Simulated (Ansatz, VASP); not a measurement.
# BPtW (BPtW in the AlB2 type) in two plane-wave programs

Wanted: the spread between two codes on one cell, functional and k mesh. The cell is generated by rule, not measured, and may not be a known phase. The cell is taken from a series of runs on this material, whose earlier steps may have relaxed, scaled, displaced or heated it; both programs get it as it stands.

Calculated with Ansatz 0.2.0; plane waves, with VASP 6.6.1 beside it; single point at PBE.

The structure was built from a prototype and need not be the compound's stable phase.

### 1. The starting structure

Symmetry: P-6m2, No. 187, hexagonal system. Conventional cell: a = 3.465 Å, b = 3.465 Å, c = 3.638 Å, α = 90.00°, β = 90.00°, γ = 120.00°. W has 6 B at 2.70 Å and 6 Pt at 2.70 Å nearest. Nearest to B lie 3 Pt at 2.00 Å and 6 W at 2.70 Å. Pt has 3 B at 2.00 Å and 6 W at 2.70 Å nearest. Farther neighbours are not listed.

Coordinates:

```cif
data_structure
_symmetry_space_group_name_H-M 'P 1'
_symmetry_Int_Tables_number 1
_cell_length_a 3.4652
_cell_length_b 3.4652
_cell_length_c 3.6385
_cell_angle_alpha 90.000
_cell_angle_beta 90.000
_cell_angle_gamma 120.000
_cell_volume 37.84
loop_
_atom_site_label
_atom_site_type_symbol
_atom_site_fract_x
_atom_site_fract_y
_atom_site_fract_z
_atom_site_occupancy
W1 W 0.00000 0.00000 0.00000 1
B2 B 0.33333 0.66667 0.50000 1
Pt3 Pt 0.66667 0.33333 0.50000 1
```

### 2. VASP: single point, PBE

A single point gives forces, pressure and levels at one fixed geometry, so differences don't come from the geometry; what else differs is listed under the comparison.

Lines of VASP's logs that name or quote its potential files are left out, and so is its time.

The input, INCAR:

```
SYSTEM = BPtW
PREC = Accurate
ENCUT = 600
EDIFF = 1E-06
NELM = 120
ISMEAR = 0
SIGMA = 0.1
LREAL = .FALSE.
ALGO = Normal
GGA = PE
NBANDS = 15
LASPH = .TRUE.
LORBIT = 11
LWAVE = .FALSE.
LCHARG = .FALSE.
ISIF = 2
GGA_COMPAT = .FALSE.
```

The input, POSCAR:

```
BPtW
1.0
    3.4652100000      0.0000000000      0.0000000000
   -1.7326100000      3.0009600000      0.0000000000
    0.0000000000      0.0000000000      3.6384700000
W B Pt
1 1 1
Direct
    0.0000000000      0.0000000000      0.0000000000
    0.3333333333      0.6666666667      0.5000000000
    0.6666666667      0.3333333333      0.5000000000
```

The input, KPOINTS:

```
Automatic mesh
0
Gamma
6 6 6
0 0 0
```

The projector-augmented-wave data sets are W, B and Pt (PBE family, release 64).

Run with:

```bash
mpirun -np 1 vasp_std
```

Numbers of over 12 decimals in the logs are rounded to 6 here.

The program printed:

```text
[banner, memory and clock lines left out]
running    1 mpi-ranks, on    1 nodes
 distrk:  each k-point on    1 cores,    1 groups
 distr:  one band on    1 cores,    1 groups

 POSCAR found type information on POSCAR W B Pt
 POSCAR found :  3 types and       3 ions
 LDA part: xc-table for (Slater+PW92), standard interpolation
 POSCAR, INCAR and KPOINTS ok, starting setup
 FFT: planning ... GRIDC
 FFT: planning ... GRID_SOFT
 FFT: planning ... GRID
 WAVECAR not read
 entering main loop
       N       E                     dE             d eps       ncg     rms          rms(c)
DAV:   1     0.894976005292E+02    0.89498E+02   -0.96887E+03   840   0.128E+03
DAV:   2    -0.238847111630E+02   -0.11338E+03   -0.10910E+03  1029   0.283E+02
DAV:   3    -0.278167766726E+02   -0.39321E+01   -0.38410E+01  1085   0.490E+01
DAV:   4    -0.278556514675E+02   -0.38875E-01   -0.38859E-01   959   0.551E+00
DAV:   5    -0.278560815441E+02   -0.43008E-03   -0.43007E-03  1037   0.569E-01    0.279E+01
DAV:   6    -0.248661476730E+02    0.29899E+01   -0.94347E+00  1036   0.224E+01    0.808E+00
DAV:   7    -0.247630338230E+02    0.10311E+00   -0.95819E-01   903   0.833E+00    0.545E+00
DAV:   8    -0.247004205282E+02    0.62613E-01   -0.16920E-01   938   0.393E+00    0.214E+00
DAV:   9    -0.246848903672E+02    0.15530E-01   -0.35283E-02  1001   0.153E+00    0.256E-01
DAV:  10    -0.246843904965E+02    0.49987E-03   -0.29238E-03   903   0.445E-01    0.125E-01
DAV:  11    -0.246843276077E+02    0.62889E-04   -0.38426E-04   987   0.173E-01    0.444E-02
DAV:  12    -0.246843195330E+02    0.80747E-05   -0.44172E-05   959   0.443E-02    0.209E-02
DAV:  13    -0.246843185543E+02    0.97868E-06   -0.26747E-06   948   0.147E-02
   1 F= -.24684319E+02 E0= -.24678071E+02  d E =-.124942E-01
```

Parts of OUTCAR (step 2):

```text
ion  position               nearest neighbor table
   1  0.000  0.000  0.000-   3 2.70   3 2.70   2 2.70   2 2.70   3 2.70   3 2.70   2 2.70   2 2.70
                             2 2.70   3 2.70   2 2.70   3 2.70
   2  0.333  0.667  0.500-   3 2.00   3 2.00   3 2.00   1 2.70   1 2.70   1 2.70   1 2.70   1 2.70
                             1 2.70
   3  0.667  0.333  0.500-   2 2.00   2 2.00   2 2.00   1 2.70   1 2.70   1 2.70   1 2.70   1 2.70
                             1 2.70

  LATTYP: Found a hexagonal cell.
 ALAT       =     3.4652100000
 C/A-ratio  =     1.0499998557

 Subroutine GETGRP returns: Found 12 space group operations
 (whereof 12 operations were pure point group operations)

The static configuration has the point symmetry D_3h.

 Found     28 irreducible k-points:

   k-points           NKPTS =     28   k-points in BZ     NKDIM =     28   number of bands    NBANDS=     15

   dimension x,y,z NGX =    28 NGY =   28 NGZ =   30
   dimension x,y,z NGXF=    56 NGYF=   56 NGZF=   60

   ENCUT  =  600.0 eV  44.10 Ry    6.64 a.u.   6.92  6.92  7.27*2*pi/ulx,y,z

   NELECT =      19.0000    total number of electrons

 k-points in reciprocal lattice and weights: Automatic mesh
   0.00000000  0.00000000  0.00000000       0.005
   0.16666667  0.00000000  0.00000000       0.028
   0.33333333  0.00000000  0.00000000       0.028
   0.50000000  0.00000000  0.00000000       0.014
   0.16666667  0.16666667  0.00000000       0.028
   0.33333333  0.16666667  0.00000000       0.056
   0.33333333  0.33333333  0.00000000       0.009
   0.00000000  0.00000000  0.16666667       0.009
   0.16666667  0.00000000  0.16666667       0.056
[...]
0.33333333  0.16666667  0.50000000       0.056
   0.33333333  0.33333333  0.50000000       0.009

 average (electrostatic) potential at core
       1 -36.7650       2 -23.6982       3 -65.8352

 E-fermi :   9.2971

 k-point     1 :       0.0000    0.0000    0.0000
  band No.  band energies     occupation
    ...
      6       4.9095      2.00000
      7       8.2981      2.00000
      8       8.2981      2.00000
      9       8.5567      2.00000
     10       8.7608      2.00000
     11      10.5833      0.00000
     12      10.5833      0.00000
     13      15.3433      0.00000
     14      17.1937      0.00000
     15      17.1937      0.00000

 k-point     2 :       0.1667    0.0000    0.0000
  band No.  band energies     occupation
    ...
      6       4.6844      2.00000
      7       7.7805      2.00000
      8       7.8413      2.00000
      9       8.6562      2.00000
     10       9.0962      1.99552
     11      10.9499      0.00000
     12      12.5921      0.00000
     13      14.5409      0.00000
     14      15.0614      0.00000
     15      15.8600      0.00000

 k-point     3 :       0.3333    0.0000    0.0000
  band No.  band energies     occupation
    ...
      5       3.7946      2.00000
      6       4.2963      2.00000
      7       6.8974      2.00000
      8       8.0159      2.00000
      9       8.8298      2.00000
     10       9.4383      0.04596
     11      11.6250      0.00000
     12      12.2015      0.00000
     13      12.4182      0.00000
     14      14.5540      0.00000
    ...

  Total        5.7895052      5.7895056      2.4829858     -0.0000096      0.0000000      0.0000000
  in kB      245.1565292    245.1565472    105.1420065     -0.0004085      0.0000000      0.0000000
  external PRESSURE =     198.4850276 kB  Pullay stress =       0.0000000 kB

  energy-cutoff  :      600.00
  volume of cell :       37.84
      direct lattice vectors                 reciprocal lattice vectors
     3.465210000  0.000000000  0.000000000     0.288582799  0.166613831  0.000000000
    -1.732610000  3.000960000  0.000000000     0.000000000  0.333226701  0.000000000
     0.000000000  0.000000000  3.638470000     0.000000000  0.000000000  0.274840798

 POSITION                                       TOTAL-FORCE (eV/Angst)
 -----------------------------------------------------------------------------------
      0.00000      0.00000      0.00000         0.000000      0.000000      0.000000
     -0.00000      2.00064      1.81923        -0.000000      0.000000      0.000000
      1.73260      1.00032      1.81923         0.000000      0.000000      0.000000
 -----------------------------------------------------------------------------------
    total drift:                                0.000046      0.000001     -0.000000

  FREE ENERGIE OF THE ION-ELECTRON SYSTEM (eV)
  ---------------------------------------------------
  free  energy   TOTEN  =       -24.6843185543 eV

  energy  without entropy=      -24.6718243757  energy(sigma->0) =      -24.67807147

 total charge
# of ion       s       p       d       tot
------------------------------------------
    1        0.521   0.571   3.984   5.075
    2        0.696   1.180   0.000   1.877
    3        0.901   1.149   8.206  10.256
--------------------------------------------------
tot          2.118   2.900  12.190  17.208

[... 3 further parts left out ...]
```

The run ends at a pressure of 19.85 GPa.

### 3. Ansatz: single point, PBE

Ansatz runs on its PAW soft_1 files.

The same cell, functional, mesh and smearing now go to Ansatz, which takes its cutoff from its data sets.

The input, input.yaml:

```yaml
crystal:
  lattice:
    - [3.46521, 0.0, 0.0]
    - [-1.73261, 3.00096, 0.0]
    - [0.0, 0.0, 3.63847]
  atoms:
    - { symbol: W, position: [0.0, 0.0, 0.0] }
    - { symbol: B, position: [0.33333333, 0.66666667, 0.5] }
    - { symbol: Pt, position: [0.66666667, 0.33333333, 0.5] }
kpoints:
  mp_grid: { grid: [6, 6, 6] }
hamiltonian:
  xc: pbe
  pseudopotentials: { kind: paw, azcp: { folder: soft_1 } }
scf:
  occupations: { method: gaussian, width: 0.1 }
output:
  forces: true
  stress: true
  eigenvalues: true
```

Run with:

```bash
ansatz run input.yaml --threads 4 --pin off --max-ram 12288MiB --backend cpu --events-out ev --progress --plain --runs-dir out
```

The program printed:

```text
Engine: ansatz 0.2.0, x86_64-unknown-linux-gnu
Pseudopotentials: kind: paw
Pseudopotential: W, paw, valence charge 14, recommended cutoff 420 eV (normal), soft_1/W.paw.azcp
Pseudopotential: B, paw, valence charge 3, recommended cutoff 420 eV (normal), soft_1/B.paw.azcp
Pseudopotential: Pt, paw, valence charge 18, recommended cutoff 420 eV (normal), soft_1/Pt.paw.azcp
Functional definition: PBE
  parameter kappa = 0.804
  parameter beta = 0.066725
  exchange = pbe_x(kappa = kappa, mu = beta*pi^2/3)
  correlation = pbe_c(beta = beta)
Crystal: 3 atoms, lattice volume = 37.836 Å³
Basis set: ecut = 420 eV, 751 PW (Γ), exchange–correlation on 48×48×50 points (8 copies of the dense FFT grid, shifted against one another)
Bands: 22, of which v1, the nominal top of the filled ones, is band 18 counted from 1 (17 counted from 0)
Symmetry: 12 space group operations
Space group: P-6m2 (ITA 187), of the structure as read, at distance tolerance 3.4e-5 Å
k-points: 28 of 216 (time reversal used)
Non-local potential: W, projectors of the file, l = 0: 3, l = 1: 2, l = 2: 2, l = 3: 1
Non-local potential: B, projectors of the file, l = 0: 2, l = 1: 2, l = 2: 1
Non-local potential: Pt, projectors of the file, l = 0: 3, l = 1: 2, l = 2: 2, l = 3: 1
PAW form: soft (Blöchl's): semilocal exchange-correlation on the pseudo side does not see the compensation charge
PAW one-centre angular grid: W, 590 points (default); XC on 64 Gauss nodes
PAW one-centre angular grid: B, 110 points (default); XC on 64 Gauss nodes
PAW one-centre angular grid: Pt, 590 points (default); XC on 64 Gauss nodes
Initial density: superposition of atomic densities (chi_scale 0.1, normalization cell, long waves kept (reshape's long-wave potential 0.00 eV rms))
Initial wavefunctions: pseudopotential atomic-orbital guess
Functional: x = pbe(κ = 0.804, μ = 0.219515), c = pbe(β = 0.066725)
SCF iter   1: F=—  HF=-23067.491364 eV  |F-HF|=—  |Δ(HF+E_count)|=         —  Δρ=1.27e-1  dr2=7.97e0  ethr=3.10e-3  ⟨swp⟩=4.2  Hψ=2305  notcnv=0
preconditioner: auto → none  [metal: Δε(μ)=0.026 eV  Ē_g=7.885 eV  σ=0.100 eV  W_gap=0.15  n_scr=8 (ndim 8)  ℏωp=26.3 eV  f_vac=0.000  D(μ)=3.53/eV (n_scr^D=52)  sad-step TF]
SCF iter   2: F=—  HF=-23066.221709 eV  |F-HF|=—  |Δ(HF+E_count)|=    1.27e0  Δρ=7.63e-2  dr2=3.11e0  ethr=3.10e-3  ⟨swp⟩=2.0  Hψ=1115  notcnv=0  defer=3
SCF iter   3: F=—  HF=-23065.420792 eV  |F-HF|=—  |Δ(HF+E_count)|=   8.01e-1  Δρ=6.42e-3  dr2=1.70e-2  ethr=3.10e-3  ⟨swp⟩=2.7  Hψ=1025  notcnv=0  defer=3
SCF iter   4: F=—  HF=-23065.420331 eV  |F-HF|=—  |Δ(HF+E_count)|=   4.61e-4  Δρ=1.72e-3  dr2=5.41e-4  ethr=4.87e-5  ⟨swp⟩=2.6  Hψ=1210  notcnv=0  defer=3
SCF iter   5: F=—  HF=-23065.420601 eV  |F-HF|=—  |Δ(HF+E_count)|=   2.70e-4  Δρ=4.37e-4  dr2=9.93e-5  ethr=1.54e-6  ⟨swp⟩=2.0  Hψ=1029  notcnv=0  defer=3
SCF iter   6: F=—  HF=-23065.420574 eV  |F-HF|=—  |Δ(HF+E_count)|=   2.68e-5  Δρ=1.07e-4  dr2=6.73e-6  ethr=2.84e-7  ⟨swp⟩=2.2  Hψ=867  notcnv=0  defer=3
SCF iter   7: F=—  HF=-23065.420573 eV  |F-HF|=—  |Δ(HF+E_count)|=   9.79e-7  Δρ=3.48e-5  dr2=4.93e-7  ethr=1.92e-8  ⟨swp⟩=2.4  Hψ=919  notcnv=0  defer=3
SCF iter   8: F=-23065.420573 eV  HF=-23065.420573 eV  |F-HF|=2.26e-10  |Δ(HF+E_count)|=   6.34e-8  Δρ=3.99e-6  dr2=3.22e-9  ethr=2.86e-10  ⟨swp⟩=4.5  Hψ=2039  notcnv=0
the search or the solves at the SCF's close seem to have found levels that the self-consistency loop had missed (the run counts 1). By its estimate they hold under 1e-12 electrons; where the run keeps them, the occupations were computed again with them
SCF 1 converged in 8 iterations: F = -23065.420573 eV  dr2 = 3.22e-9
  greatest PAW one-centre occupation: 1.000 electrons in one spin orbital (limit 2), on the Pt atom at site 2 (counted from 0), in its partial waves of l = 0
SCF converged after 8 iterations
Free energy (F): -23065.420573 eV
Harris-Foulkes:  -23065.420573 eV  (|F-HF|=2.26e-10)
Internal energy: -23065.407924 eV  (E = F + TS)
E sigma→0 (E₀):  -23065.414249 eV
Entropy (-TS):   -0.012649 eV (-4.216 meV/atom)
Fermi energy:    20.849156 eV
--- Per-component energies (eV) ---
  E_band       = -259.921995
  E_kinetic    = 1069.885411
  E_local      = -2366.121002  (includes V_loc(G=0)·N_el)
  E_nonlocal   = 186.392016
  E_hartree    = 938.705510
  E_xc         = -534.363215
  E_vxc        = -543.573150  (∫ρ·V_xc dr)
  E_paw        = -18140.407536  (= ΣΔE_a)
  E_vpaw       = -483.916930  (= ΣTr[D̂ρ^β])
  E_aug_tail   = 0.001249  (compensation charges beyond the density's cutoff)
  E_ewald      = -4219.500357
  E_smearing   = -0.012649  (= −TS)
  E_closure    = -0.000000  (closes the sum)
  Σ components = -23065.420573   (vs F -23065.420573, Δ=0.00e0)
--- Forces (eV/Å), atoms counted from 1 ---
  atom   1  W     -0.00000000    -0.00000000     0.00000000
  atom   2  B     -0.00000000    -0.00000000     0.00000000
  atom   3  Pt     0.00000000     0.00000000     0.00000000
  max |Σ_I F_I| component: 2.96e-16 eV/Å
--- Stress (GPa, compression-positive) ---
       25.768265       0.000000       0.000000
        0.000000      25.768265       0.000000
        0.000000       0.000000      12.346905
  P = ⅓ Tr σ = 21.2945 GPa (212.945 kbar)
--- Band table (eV; the first three rows and the last of 28) ---
  k-point 0: bands = [... 14 lower, 19.8518, 19.8518, 20.0843, 20.3049, 22.1568, 22.1568, 26.8815, 28.7467]
  k-point 1: bands = [... 14 lower, 19.2392, 19.9566, 19.9566, 20.6074, 22.6469, 22.6469, 26.8730, 28.3993]
  k-point 2: bands = [... 14 lower, 18.1725, 20.8233, 20.8233, 21.0423, 22.9727, 22.9727, 26.4635, 27.7135]
  k-point 27: bands = [... 14 lower, 17.9065, 18.4131, 19.0093, 19.3967, 22.2046, 25.6054, 25.7209, 26.0730]
```

Reading the cycles: dr2 is the Hartree energy of the density residual (eV), the measure of convergence; HF is the Harris–Foulkes estimate of the energy, which meets the free energy F at convergence.

The run ends at a pressure of 21.29 GPa.

### 4. Comparison

Known differences besides the potentials themselves: the data sets hold 35 valence electrons in Ansatz (on its PAW soft_1 files) and 19 in VASP; the cutoff is 420 eV in Ansatz and 600 eV in VASP. Total energies have different zeros and are not compared.

Both answers:

| quantity | Ansatz | VASP | difference |
| --- | --- | --- | --- |
| pressure (GPa) | 21.29 | 19.85 | +1.45 |

### 5. Further runs

Further runs change the set-up of one program: Ansatz's method, potentials or start, or VASP's data sets, cutoff or form of LDA. The table gives that difference for each run.

| run | pressure (GPa) |
| --- | --- |
| as above | 1.4 |
| VASP with the data sets W_sv, B and Pt_sv_GW and a cutoff of 500 eV | 1.1 |

### 6. Outcome

```
difference in pressure (single point, PBE) : 1.4 GPa
```

In words: The difference in pressure is 1.4 GPa (single point, PBE), beyond the 1 GPa picked in this series as the mark of a large difference. The data sets hold unlike numbers of valence electrons (35 in Ansatz and 19 in VASP), so part of the differences comes from the potentials. For single point, PBE, no further run moves any of the tabulated differences by more than a quarter of its size. Such differences can come from data sets, numerical settings and the points named under the comparisons, not from the functional's error against experiment.

[Lines on the potential files, build, host, timing and source positions are cut from VASP's logs without a mark.]

[Logs are printed without paths, hosts, clocks, repeated set-up lines and the standing remarks that a program may print on its own settings, such as how far it seeks lower states.]

[Hosts, paths, dates, database ids (printed as entryN), source tags and the programs' standing remarks are cut or masked in the printed files.]
